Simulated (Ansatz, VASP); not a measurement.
Si3IrRu: VASP beside Ansatz

```
Si Ru Ir
1.0
     3.74259    0.00000    0.00000
    -1.87130    3.24118    0.00000
     0.00000    0.00000   12.58286
Si Ru Ir
6 2 2
Direct
  0.66667 0.33333 0.44296
  0.66667 0.33333 0.05561
  0.00000 0.00000 0.24965
  0.33333 0.66667 0.55561
  0.33333 0.66667 0.94296
  0.00000 0.00000 0.74965
  0.33333 0.66667 0.36106
  0.66667 0.33333 0.86106
  0.33333 0.66667 0.14073
  0.66667 0.33333 0.64073
```

Alike in both runs: functional PBE; k mesh 5 × 5 × 2; occupations gaussian, width 0.2 eV; no spin polarisation.

Ansatz relaxed the structure, and its values are those at the end. VASP's run is a single point on that final structure, the one shown.

|  | VASP | Ansatz |
| --- | --- | --- |
| version | VASP 6.6.1 | Ansatz 0.2.0 |
| potentials or method | VASP PAW PBE potentials, release 64 (Si, Ru_pv, Ir) | scalar-relativistic, plane waves, PAW |
| plane-wave cutoff (eV) | 520 | 420 |
| valence electrons in the cell | 70 | 90 |

|  | VASP | Ansatz | Ansatz less VASP |
| --- | --- | --- | --- |
| gap on the k mesh at the Fermi level (eV) | none | none | - |
| pressure (GPa) | 0.2 | 0.1 | -0.11 |
| rms of the force components (eV/Å) | 0.028 | 0.024 | -0.0042 |

A gap of «none» marks a metal or a gap that the smearing closes. The two sets of potentials don't hold the same shells in valence.

Caveats: the k mesh is coarse (spacing up to 0.39 Å⁻¹), so the values aren't converged. The runs have no spin-orbit coupling, so splittings on Ir are missing.
